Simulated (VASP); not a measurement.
These are PBE GGA, VASP's PBE PAW potentials (set 64) (plane waves; VASP) values and carry that method's errors.

Input for VASP

### INCAR
```
# general
SYSTEM  = Ni3Fe
PREC    = Accurate
ENCUT   = 400
LREAL   = F
LASPH   = T

# electronic loop
EDIFF   = 1E-6
NELM    = 100
ALGO    = Normal
LMAXMIX = 4   # l cut-off of mixed one-centre charges

# smearing
ISMEAR  = 1   # Methfessel-Paxton
SIGMA   = 0.1

# functional
GGA     = PE   # PBE

# spin
ISPIN   = 2
MAGMOM  = 3.0 0.7 0.7 0.7

# ions
IBRION  = 2   # conjugate gradients
NSW     = 60
ISIF    = 3
EDIFFG  = -0.02   # ionic stop

# output
LWAVE   = F
LCHARG  = F
LORBIT  = 10
```

File POSCAR:
```
Ni3Fe
1.0
  3.5402536811   0.0000000000   0.0000000000
  0.0000000000   3.5402536811   0.0000000000
  0.0000000000   0.0000000000   3.5402536811
Fe Ni
1 3
Cart
  0.0000000000   0.0000000000   0.0000000000
  0.0000000000   1.7701268405   1.7701268405
  1.7701268405   0.0000000000   1.7701268405
  1.7701268405   1.7701268405   0.0000000000
```

File KPOINTS:
```
Automatic
0
gamma
 8 8 8
0 0 0
```

POTCAR, in this order: Fe Ni (PBE.64 set). Program: vasp_std.

Output of the run:

### OSZICAR
```
       N       E                     dE             d eps       ncg     rms          rms(c)
DAV:   1     0.215517404695E+03    0.21552E+03   -0.14577E+04  3800   0.170E+03
DAV:   2    -0.173063897705E+02   -0.23282E+03   -0.22381E+03  3640   0.331E+02
DAV:   3    -0.290296869108E+02   -0.11723E+02   -0.11136E+02  3760   0.103E+02
DAV:   4    -0.291754430023E+02   -0.14576E+00   -0.14553E+00  3990   0.122E+01
DAV:   5    -0.291796953659E+02   -0.42524E-02   -0.42520E-02  4976   0.166E+00    0.206E+01
DAV:   6    -0.264200192170E+02    0.27597E+01   -0.37290E+01  3874   0.971E+01    0.207E+01
DAV:   7    -0.296430120476E+02   -0.32230E+01   -0.23712E+01  4340   0.118E+02    0.270E+01
DAV:   8    -0.248697971341E+02    0.47732E+01   -0.16087E+01  4552   0.546E+01    0.605E+00
DAV:   9    -0.250238350803E+02   -0.15404E+00   -0.64146E-01  4162   0.975E+00    0.322E+00
DAV:  10    -0.249948287292E+02    0.29006E-01   -0.12055E-01  5024   0.838E+00    0.154E+00
DAV:  11    -0.249941276065E+02    0.70112E-03   -0.38098E-02  5466   0.238E+00    0.117E+00
DAV:  12    -0.249966014394E+02   -0.24738E-02   -0.71598E-03  4280   0.217E+00    0.307E-01
DAV:  13    -0.249968397844E+02   -0.23835E-03   -0.21172E-03  5212   0.678E-01    0.702E-02
DAV:  14    -0.249969083519E+02   -0.68567E-04   -0.23815E-04  4704   0.176E-01    0.990E-02
DAV:  15    -0.249968868120E+02    0.21540E-04   -0.79921E-05  4488   0.241E-01    0.192E-02
DAV:  16    -0.249968880003E+02   -0.11883E-05   -0.12350E-05  4772   0.669E-02    0.278E-02
DAV:  17    -0.249968874327E+02    0.56752E-06   -0.22500E-06  2366   0.402E-02
   1 F= -.24996887E+02 E0= -.24996644E+02  d E =-.249969E+02  mag=     4.7993
```

### OUTCAR
```
------------------------ aborting loop because EDIFF is reached ----------------------------------------
  FORCE on cell =-STRESS in cart. coord.  units (eV):
  Direction    XX          YY          ZZ          XY          YZ          ZX
  --------------------------------------------------------------------------------------
  Total        0.0210430      0.0210430      0.0210430     -0.0000000      0.0000000     -0.0000000
  in kB        0.7598262      0.7598262      0.7598262     -0.0000000      0.0000000     -0.0000000
  external PRESSURE =       0.7598262 kB  Pullay stress =       0.0000000 kB
  volume of cell :       44.37
      direct lattice vectors                 reciprocal lattice vectors
     3.540253681  0.000000000  0.000000000     0.282465634  0.000000000  0.000000000
     0.000000000  3.540253681  0.000000000     0.000000000  0.282465634  0.000000000
     0.000000000  0.000000000  3.540253681     0.000000000  0.000000000  0.282465634
 POSITION                                       TOTAL-FORCE (eV/Angst)
 -----------------------------------------------------------------------------------
      0.00000      0.00000      0.00000         0.000000      0.000000      0.000000
      0.00000      1.77013      1.77013         0.000000      0.000000      0.000000
      1.77013      0.00000      1.77013         0.000000      0.000000      0.000000
      1.77013      1.77013      0.00000         0.000000      0.000000      0.000000
 -----------------------------------------------------------------------------------
    total drift:                                0.000000     -0.000000     -0.000000
  FREE ENERGIE OF THE ION-ELECTRON SYSTEM (eV)
  ---------------------------------------------------
  free  energy   TOTEN  =       -24.9968874327 eV

  energy  without entropy=      -24.9961579273  energy(sigma->0) =      -24.99664426

 total charge

# of ion       s       p       d       tot
------------------------------------------
    1        0.476   0.505   6.112   7.093
    2        0.506   0.513   8.321   9.340
    3        0.506   0.513   8.321   9.340
    4        0.506   0.513   8.321   9.340
--------------------------------------------------
tot          1.993   2.044  31.077  35.114

 magnetization (x)

# of ion       s       p       d       tot
------------------------------------------
    1        0.012  -0.001   2.897   2.908
    2       -0.016  -0.045   0.701   0.640
    3       -0.016  -0.045   0.701   0.640
    4       -0.016  -0.045   0.701   0.640
--------------------------------------------------
tot         -0.035  -0.135   4.999   4.829

 reached required accuracy - stopping structural energy minimisation
```
(Selected blocks of OUTCAR.)

The compound is Ni3Fe in the L1_2 structure. It was relaxed first. The start is the result of an earlier pass.
